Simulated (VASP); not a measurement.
The system is HfIn4SiO6.

```
CELL_PARAMETERS angstrom
3.23023 -5.57768 -0.02470
3.23023 5.57768 -0.02470
-1.49068 0.00000 6.32030
ATOMIC_POSITIONS crystal
Hf 0.10178 0.10178 0.00912
In 0.79222 0.48204 0.00818
In 0.48204 0.79222 0.00818
In 0.54472 0.21983 0.48398
In 0.21983 0.54472 0.48398
Si 0.85433 0.85433 0.44523
O 0.83500 0.58822 0.38104
O 0.58822 0.83500 0.38104
O 0.02899 0.02899 0.29500
O 0.97920 0.97920 0.69555
O 0.42852 0.14514 0.07435
O 0.14514 0.42852 0.07435
```

The cell was built by a generator and needn't be a form met in nature.

- Program: VASP 6.6.1
- Task: relaxation of cell and atoms
- Functional: PBE
- Dispersion: D3(BJ)
- Potentials or basis: VASP PAW PBE potentials, release 64 (Hf_pv, In_d, Si, O)
- Cutoff: 600 eV
- k mesh: 5 × 5 × 4
- Occupations: fermi-dirac, width 0.05 eV
- Spin: no spin polarisation

At the start: pressure -1.9 GPa; volume 18.94 Å³/atom.

Where does the relaxation end?

Over 46 steps the energy falls by 9.2 meV/atom and the volume is 17.61 Å³/atom (-7.0 %); space group Cm (No. 8, to 0.05 Å).

Step by step:
| step | energy change (eV) | largest force (eV/Å) | pressure (GPa) | volume (Å³) |
| --- | --- | --- | --- | --- |
| 1 | 0.0000 | 0.1878 | -1.92 | 227.34 |
| 3 | -0.0306 | 0.2908 | -0.06 | 222.60 |
| 5 | -0.0433 | 0.4764 | -0.02 | 220.36 |
| 7 | -0.0665 | 0.2732 | 0.03 | 216.55 |
| 9 | -0.0726 | 0.2845 | 0.08 | 215.81 |
| 11 | -0.0785 | 0.2456 | -0.13 | 215.25 |
| 13 | -0.0841 | 0.2476 | -0.18 | 213.51 |
| 15 | -0.0884 | 0.1173 | 0.13 | 213.22 |
| 17 | -0.0922 | 0.1025 | 0.14 | 212.82 |
| 19 | -0.0954 | 0.1507 | 0.00 | 212.40 |
| 21 | -0.0994 | 0.3144 | 0.10 | 212.09 |
| 23 | -0.1040 | 0.1471 | 0.08 | 212.04 |
| 25 | -0.1045 | 0.1862 | 0.09 | 212.01 |
| 27 | -0.1061 | 0.1097 | -0.13 | 212.29 |
| 29 | -0.1070 | 0.0577 | -0.07 | 212.14 |
| 31 | -0.1084 | 0.0481 | 0.00 | 211.74 |
| 33 | -0.1090 | 0.0392 | 0.06 | 211.58 |
| 35 | -0.1098 | 0.0535 | -0.06 | 211.65 |
| 37 | -0.1105 | 0.0205 | -0.04 | 211.45 |
| 39 | -0.1105 | 0.0272 | -0.01 | 211.37 |
| 41 | -0.1107 | 0.0275 | 0.06 | 211.22 |
| 43 | -0.1108 | 0.0177 | 0.01 | 211.29 |
| 45 | -0.1108 | 0.0261 | 0.01 | 211.30 |
| 46 | -0.1109 | 0.0080 | -0.01 | 211.35 |

Final structure:
```
Hf In Si O
1.0
     3.02403   -5.47948   -0.05970
     3.02403    5.47948   -0.05970
    -1.46422    0.00000    6.40645
Hf In Si O
1 4 1 6
Direct
  0.08627 0.08627 0.00450
  0.79386 0.48312 0.00529
  0.48312 0.79386 0.00529
  0.54678 0.21326 0.50292
  0.21326 0.54678 0.50292
  0.86027 0.86027 0.44368
  0.83370 0.58316 0.37376
  0.58316 0.83370 0.37376
  0.06192 0.06192 0.31299
  0.97873 0.97873 0.69380
  0.42617 0.13276 0.06056
  0.13276 0.42617 0.06056
```
